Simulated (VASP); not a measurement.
# CuC23 (a cell with a defect) in VASP: further runs, part 2 of 2

VASP 6.6.1. Earlier steps stand in the parts before.

## Step 5: Single point, PBEsol+U, collinear spin, ferromagnetic start

INCAR

```
PREC = Accurate
ENCUT = 450
EDIFF = 1E-5
ISMEAR = 0
SIGMA = 0.03
LREAL = Auto
LASPH = True
NELM = 120
ALGO = Normal
ISIF = 2
LWAVE = False
LCHARG = False
ISPIN = 2
MAGMOM = 1 0 0 0 0 0 0 0 0 0 0 0 0 0 0 0 0 0 0 0 0 0 0 0
LORBIT = 11
NUPDOWN = 1
LMAXMIX = 4
LDAU = True
LDAUTYPE = 2
LDAUL = 2 -1
LDAUU = 5 0
LDAUJ = 0 0
LDAUPRINT = 1
GGA = PS
ISYM = 0
KPAR = 4
```

KPOINTS

```
regular mesh
0
Gamma
  3 4 4
```

POSCAR

```
CuC23                                   
1.0
    0.0000000000      5.3503200000      5.3503200000
    3.5668800000      0.0000000000      3.5668800000
    3.5668800000      3.5668800000      0.0000000000
  Cu              C             
     1    23
Direct
     0.9891749490426134    0.0052091512536081    0.0054988447280119
     0.0029833938042725    0.0004793177971766    0.4986144325602015
     0.0030015768242495    0.4974039034356876    0.0018205757770853
     0.0038018294796008    0.4973758251577220    0.4983619859358297
     0.3325028267884217    0.0024397373003014    0.0035789567684408
     0.3382852002068796    0.9989541686812496    0.4946311073001776
     0.3382167926508654    0.4937469691118515    0.0000188991123135
     0.3334055189565009    0.5004304555073145    0.5015859143022854
     0.6669475065027305    0.9985590306757702    0.9998292278683700
     0.6612632097800928    0.0016231510021443    0.5076013228733718
     0.6612797851069758    0.5062738450434873    0.0029584116472518
     0.6679956482958720    0.4993898586836265    0.5006521836551162
     0.0947462908123754    0.1373276683037249    0.1385759037547215
     0.0984962101536573    0.1353810731281372    0.5820148048432495
     0.0983352020918146    0.5815419593676894    0.1363484174090810
     0.0856986152007730    0.6239943290718488    0.6253218106889851
     0.4247719511482543    0.1186351899916196    0.1196288881515760
     0.4126602323489508    0.1254810149101218    0.6324452504321406
     0.4126845905428448    0.6313086280815602    0.1266770749158437
     0.4183487154567493    0.6238590820616761    0.6249845809179163
     0.7058362312015017    0.1481026222974404    0.1494633762535585
     0.7517038405515087    0.1257886959868203    0.6249047526141768
     0.7517233941898036    0.6235922682750099    0.1271054689868618
     0.7501194888627183    0.6245020548744306    0.6257768085034408
```

Potentials or basis: VASP PAW PBE potentials, release 64 (Cu, C).

Command:

```
cat potpaw_PBE.64/Cu/POTCAR potpaw_PBE.64/C/POTCAR > POTCAR
mpirun -np 4 vasp_std > vasp.out
```

OUTCAR:

```text
PREC = Accurate
   ENCUT = 450
   EDIFF = 1E-5
   ISMEAR = 0
   LREAL = Auto
   LASPH = True
   NELM = 120
   ISIF = 2
   ISPIN = 2
   LORBIT = 11
   NUPDOWN = 1
   GGA = PS
   ISYM = 0

 ion  position               nearest neighbor table
   1  0.989  0.005  0.005-  13 1.75  14 1.75  15 1.75  21 1.75
   2  0.003  0.000  0.499-  13 1.49  14 1.50  16 1.55  22 1.55
   3  0.003  0.497  0.002-  13 1.49  15 1.50  16 1.55  23 1.55
   4  0.004  0.497  0.498-  15 1.50  14 1.50  16 1.55  24 1.57
   5  0.333  0.002  0.004-  13 1.48  17 1.53  19 1.53  18 1.53
   6  0.338  0.999  0.495-  14 1.49  17 1.54  20 1.55  18 1.55
[... 16 lines left out ...]
  23  0.752  0.624  0.127-  12 1.54   9 1.54   3 1.55  11 1.55
  24  0.750  0.625  0.626-  12 1.54  10 1.55  11 1.55   4 1.57

IMPORTANT INFORMATION: All symmetrisations will be switched off!
NOSYMM: (Re-)initialisation of all symmetry stuff for point group C_1.

----------------------------------------------------------------------------------------

                                     Primitive cell

  volume of cell :     136.1403
[... 3436 lines left out ...]

 VOLUME and BASIS-vectors are now :
 -----------------------------------------------------------------------------
  energy-cutoff  :      450.00
  volume of cell :      136.14
      direct lattice vectors                 reciprocal lattice vectors
     0.000000000  5.350320000  5.350320000    -0.093452354  0.093452354  0.093452354
     3.566880000  0.000000000  3.566880000     0.140178531 -0.140178531  0.140178531
     3.566880000  3.566880000  0.000000000     0.140178531  0.140178531 -0.140178531

 POSITION                                       TOTAL-FORCE (eV/Angst)
 -----------------------------------------------------------------------------------
      0.03819      5.31202      5.31098        -0.047735     -0.082780     -0.093771
      1.78021      1.79446      0.01767         0.135432     -0.130682     -0.725554
      1.78067      0.02255      1.79024         0.131128     -0.732526     -0.129129
      3.55168      1.79794      1.79442         0.755981     -0.117114     -0.127652
      0.02147      1.79176      1.78770         0.064211     -0.199315     -0.201789
      5.32744      3.57422      5.37308        -0.116154     -0.098670      0.099209
[... 16 lines left out ...]
      2.67765      4.47533      6.24624         0.002102     -0.136410      0.009910
      4.45959      6.24545      6.24090         0.129184      0.012043      0.014490
 -----------------------------------------------------------------------------------
    total drift:                               -0.000722      0.000907      0.002528

  FREE ENERGIE OF THE ION-ELECTRON SYSTEM (eV)
  ---------------------------------------------------
  free  energy   TOTEN  =      -215.3829480854 eV

  energy  without entropy=     -215.3797583661  energy(sigma->0) =     -215.38135323

 total charge

# of ion       s       p       d       tot
------------------------------------------
    1        0.753   0.923   9.466  11.142
    2        0.833   1.762   0.000   2.595
    3        0.833   1.762   0.000   2.595
    4        0.831   1.750   0.000   2.580
    5        0.839   1.789   0.000   2.628
    6        0.831   1.760   0.000   2.591
[... 16 lines left out ...]
   23        0.827   1.735   0.000   2.561
   24        0.825   1.725   0.000   2.549
--------------------------------------------------
tot         19.977  41.357   9.466  70.799

 magnetization (x)

# of ion       s       p       d       tot
------------------------------------------
    1        0.005   0.145   0.119   0.269
    2       -0.000   0.003   0.000   0.003
    3       -0.000   0.003   0.000   0.003
    4       -0.000   0.003   0.000   0.002
    5        0.001   0.009   0.000   0.011
    6       -0.000   0.001   0.000   0.001
[... 16 lines left out ...]
   23        0.001   0.007   0.000   0.008
   24        0.001   0.007   0.000   0.008
--------------------------------------------------
tot          0.041   0.623   0.119   0.784
```

OSZICAR:

```text
N       E                     dE             d eps       ncg     rms          rms(c)
DAV:   1     0.757595407894E+03    0.75760E+03   -0.45882E+04  6808   0.157E+03
DAV:   2    -0.115214903686E+03   -0.87281E+03   -0.81018E+03  7554   0.405E+02
DAV:   3    -0.220944602936E+03   -0.10573E+03   -0.10285E+03  8073   0.135E+02
DAV:   4    -0.226809778223E+03   -0.58652E+01   -0.57954E+01 10024   0.323E+01
DAV:   5    -0.226935875936E+03   -0.12610E+00   -0.12587E+00  8984   0.426E+00    0.260E+01
DAV:   6    -0.221581763235E+03    0.53541E+01   -0.79256E+01 10176   0.156E+02    0.180E+01
DAV:   7    -0.215583465671E+03    0.59983E+01   -0.28974E+01  9176   0.145E+02    0.861E+00
DAV:   8    -0.215953561855E+03   -0.37010E+00   -0.13107E+01 10608   0.488E+01    0.680E+00
DAV:   9    -0.215399495809E+03    0.55407E+00   -0.52098E+00 10496   0.517E+01    0.186E+00
DAV:  10    -0.215390653656E+03    0.88422E-02   -0.27300E-01 10728   0.949E+00    0.842E-01
DAV:  11    -0.215381257262E+03    0.93964E-02   -0.59360E-02 10768   0.672E+00    0.196E-01
DAV:  12    -0.215382918697E+03   -0.16614E-02   -0.13731E-02 10480   0.100E+00    0.950E-02
DAV:  13    -0.215382929510E+03   -0.10813E-04   -0.12471E-03 11040   0.645E-01    0.355E-02
DAV:  14    -0.215382950379E+03   -0.20869E-04   -0.17473E-04  9416   0.786E-02    0.189E-02
DAV:  15    -0.215382948085E+03    0.22934E-05   -0.11760E-05  5096   0.110E-01
   1 F= -.21538295E+03 E0= -.21538135E+03  d E =-.318972E-02  mag=     1.0000
```

stdout:

```text
POSCAR found type information on POSCAR CuC
 POSCAR found :  2 types and      24 ions
 scaLAPACK will be used
 -----------------------------------------------------------------------------
|                                                                             |
|                                                                             |
[... 21 lines left out ...]
|     Results are often still useful ...                                      |
|                                                                             |
 -----------------------------------------------------------------------------

 POSCAR, INCAR and KPOINTS ok, starting setup
 FFT: planning ... GRIDC
 FFT: planning ... GRID_SOFT
 FFT: planning ... GRID
 WAVECAR not read
 entering main loop
```

It took 3.6 min on 4 MPI ranks of Intel Xeon Platinum 8488C (Sapphire Rapids), shared host; peak memory 0.45 GiB.

What came out:

| Item | Value |
| --- | --- |
| Free energy | -215.3829 eV |
| Largest force | 0.957 eV/Å |
| Net moment | 1.00 μB per cell |
| Site moments | Cu +0.27; C +0.00, +0.01, -0.00, +0.07, +0.09, +0.04, +0.02, +0.14 μB |
| Valence electrons inside the program's atomic spheres | Cu 11.14; C 2.60, 2.58, 2.63, 2.59, 2.61, 2.65, 2.64, 2.56, 2.57, 2.68, 2.55 |

Forces in eV/Å, atoms in the order of the input:
```
Cu  -0.048 -0.083 -0.094
C    0.135 -0.131 -0.726
C    0.131 -0.733 -0.129
C    0.756 -0.117 -0.128
C    0.064 -0.199 -0.202
C   -0.116 -0.099  0.099
C   -0.119  0.107 -0.100
C   -0.012  0.010  0.003
C    0.038  0.113  0.118
C    0.029 -0.266 -0.051
C    0.025 -0.053 -0.256
C   -0.019  0.037  0.034
C    0.308  0.639  0.642
C   -0.661 -0.176  0.594
C   -0.668  0.596 -0.186
C   -0.034  0.031  0.047
C   -0.146  0.215  0.214
C    0.064  0.172  0.002
C    0.061 -0.007  0.167
C   -0.046 -0.010 -0.005
C    0.128  0.070  0.060
C   -0.002  0.008 -0.128
C    0.002 -0.136  0.010
C    0.129  0.012  0.014
```

Eigenvalues of the final occupation matrices:
| site | spin | trace | eigenvalues |
| --- | --- | --- | --- |
| site 1 d | 1 | 4.81 | 0.94 0.94 0.97 0.97 0.98 |
| site 1 d | 2 | 4.69 | 0.91 0.92 0.93 0.97 0.97 |

Caveat: the k mesh is coarse (spacing up to 0.38 Å⁻¹), so the values aren't converged; the cutoff is under 1.25 times the usual one of these potentials, so pressure, stress and relaxed cells hold a basis-set (Pulay) error; the PAW data sets were made with another functional, which shifts forces and pressure a little; the total moment is fixed, so each spin has its own Fermi level; the U is typed as a test and isn't derived for this compound.

## Step 6: Single point, PBEsol+U, collinear spin, ferromagnetic start

INCAR

```
SYSTEM = CuC23
PREC = Accurate
ENCUT = 450
EDIFF = 1E-5
ISMEAR = 0
SIGMA = 0.03
LREAL = Auto
LASPH = .True.
NELM = 120
ALGO = Normal
ISIF = 2
LWAVE = .False.
LCHARG = .False.
ISPIN = 2
MAGMOM = 3 0 0 0 0 0 0 0 0 0 0 0 0 0 0 0 0 0 0 0 0 0 0 0
LORBIT = 11
LMAXMIX = 4
LDAU = .True.
LDAUTYPE = 2
LDAUL = 2 -1
LDAUU = 5 0
LDAUJ = 0 0
LDAUPRINT = 1
GGA = PS
KPAR = 4
```

KPOINTS

```
Automatic mesh
0
Gamma
  3 4 4
  0 0 0
```

POSCAR

```
CuC23
1.0
    0.0000000000      5.3503200000      5.3503200000
    3.5668800000      0.0000000000      3.5668800000
    3.5668800000      3.5668800000      0.0000000000
Cu C
1 23
Direct
    0.0000000000      0.0000000000      0.0000000000
    0.0000000000      0.0000000000      0.5000000000
    0.0000000000      0.5000000000      0.0000000000
    0.0000000000      0.5000000000      0.5000000000
    0.3333330000      0.0000000000      0.0000000000
    0.3333330000      0.0000000000      0.5000000000
    0.3333330000      0.5000000000      0.0000000000
    0.3333330000      0.5000000000      0.5000000000
    0.6666670000      0.0000000000      0.0000000000
    0.6666670000      0.0000000000      0.5000000000
    0.6666670000      0.5000000000      0.0000000000
    0.6666670000      0.5000000000      0.5000000000
    0.0833333333      0.1250000000      0.1250000000
    0.0833333333      0.1250000000      0.6250000000
    0.0833333333      0.6250000000      0.1250000000
    0.0833333333      0.6250000000      0.6250000000
    0.4166663333      0.1250000000      0.1250000000
    0.4166663333      0.1250000000      0.6250000000
    0.4166663333      0.6250000000      0.1250000000
    0.4166663333      0.6250000000      0.6250000000
    0.7500003333      0.1250000000      0.1250000000
    0.7500003333      0.1250000000      0.6250000000
    0.7500003333      0.6250000000      0.1250000000
    0.7500003333      0.6250000000      0.6250000000
```

Potentials or basis: VASP PAW PBE potentials, release 64 (Cu, C).

Command:

```
cat potpaw_PBE.64/Cu/POTCAR potpaw_PBE.64/C/POTCAR > POTCAR
mpirun -np 4 vasp_std > vasp.out
```

It took 6.6 min on 4 MPI ranks of Intel Xeon Platinum 8375C at 2.90GHz (Ice Lake), shared host; peak memory 0.4 GiB.

The run converged. Its results:

```yaml
Free_energy: -210.3825 eV
Largest_force: 13.563 eV/Å
Band_gap_on_the_k_mesh: none (metal or under the smearing width)
Net_moment: 0.00 μB per cell
Valence_electrons_inside_the_program's_atomic_spheres: Cu 12.28; C 2.55, 2.56, 2.57, 2.65, 2.67
```

Forces on the atoms (eV/Å):
```
Cu  -0.100  0.146  0.146
C    0.093  0.017 -0.248
C    0.093 -0.248  0.017
C    0.247 -0.022 -0.022
C    0.076  0.031  0.031
C   -0.120 -0.056  0.141
C   -0.120  0.141 -0.056
C   -0.027 -0.003 -0.003
C   -0.043  0.257  0.257
C   -0.068 -0.046  0.074
C   -0.068  0.074 -0.046
C   -0.042  0.020  0.020
C    7.081  7.498  7.498
C   -7.565 -7.177  7.517
C   -7.565  7.517 -7.177
C   -0.089  0.078  0.078
C   -0.033  0.029  0.029
C    0.170 -0.093 -0.064
C    0.170 -0.064 -0.093
C   -0.118  0.015  0.015
C    7.770 -7.860 -7.860
C    0.078 -0.074 -0.077
C    0.078 -0.077 -0.074
C    0.102 -0.104 -0.104
```

Levels at points of the mesh, in eV from the Fermi level:
Spin up:
```csv
k point,band 48,band 49,band 50,band 51,band 52,band 53,band 54,band 55
"(0.00, 0.00, 0.00)",-2.55,-1.98,-1.94,0.89,1.58,1.69,3.80,3.90
"(0.00, 0.50, 0.00)",-3.81,-2.79,-2.78,-1.68,0.18,0.53,3.84,3.98
"(0.00, 0.50, 0.50)",-3.92,-3.83,-2.67,-1.58,-0.10,0.56,3.46,3.69
```
Spin down:
```csv
k point,band 47,band 48,band 49,band 50,band 51,band 52,band 53,band 54,band 55,band 56
"(0.00, 0.00, 0.00)",-3.37,-2.55,-1.98,-1.94,0.89,1.58,1.69,3.80,3.90,4.01
"(0.00, 0.50, 0.00)",-4.24,-3.81,-2.79,-2.78,-1.68,0.18,0.54,3.84,3.98,4.84
"(0.00, 0.50, 0.50)",-4.03,-3.92,-3.83,-2.67,-1.58,-0.10,0.56,3.46,3.69,5.31
```

Eigenvalues of the final occupation matrices:
| site | spin | trace | eigenvalues |
| --- | --- | --- | --- |
| site 1 d | 1 | 4.86 | 0.96 0.96 0.97 0.98 0.98 |
| site 1 d | 2 | 4.86 | 0.96 0.96 0.97 0.98 0.98 |

Caveat: the k mesh is coarse (spacing up to 0.38 Å⁻¹), so the values aren't converged; the cutoff is under 1.25 times the usual one of these potentials, so pressure, stress and relaxed cells hold a basis-set (Pulay) error; a pressure of tens of GPa on the cell as given is suspect, and the run, the potentials or the cell itself is likely at fault; the PAW data sets were made with another functional, which shifts forces and pressure a little; the U is typed as a test and isn't derived for this compound.

## Step 7: The runs side by side

| U | fixed moment (μB) | cell | k mesh | mesh quality | gap on the mesh (eV) | moment (μB) | largest force (eV/Å) |
| --- | --- | --- | --- | --- | --- | --- | --- |
| Cu d U = 5 eV | - | P1, 5.67 Å³/atom | 3 × 4 × 4 | coarse | none | 0.00 | 1.26 |
| Cu d U = 7 eV | 3 | P1, 5.67 Å³/atom | 3 × 4 × 4 | coarse | - | 3.00 | 0.14 |
| Cu d U = 5 eV | 3 | P1, 5.67 Å³/atom | 3 × 5 × 5 | not flagged | - | 3.00 | 0.04 |
| Cu d U = 5 eV | 1 | P1, 5.67 Å³/atom | 3 × 4 × 4 | coarse | - | 1.00 | 0.96 |
| Cu d U = 5 eV | - | Cm, 5.67 Å³/atom | 3 × 4 × 4 | coarse | none | 0.00 | 13.56 |

Some of these runs hold the atoms at other places in the same cell, which the table doesn't show; runs alike in all that it shows share one row.

Alike in all rows: task single point; level PBEsol+U; potentials or basis VASP PAW PBE potentials, release 64 (Cu, C); spin collinear, ferromagnetic start; cutoff (eV) 450; smearing gaussian 0.03 eV.

Caveats: some runs use coarse meshes; the cutoff is under 1.25 times the usual one of these potentials, so pressure, stress and relaxed cells hold a basis-set (Pulay) error; the PAW data sets were made with another functional, which shifts forces and pressure a little; the U is typed as a test and isn't derived for this compound; the total moment is fixed, so each spin has its own Fermi level (some runs); a pressure of tens of GPa on the cell as given is suspect, and the run, the potentials or the cell itself is likely at fault (some runs).

Total energies depend on the potentials used, so only differences within one code and one set of settings carry meaning.
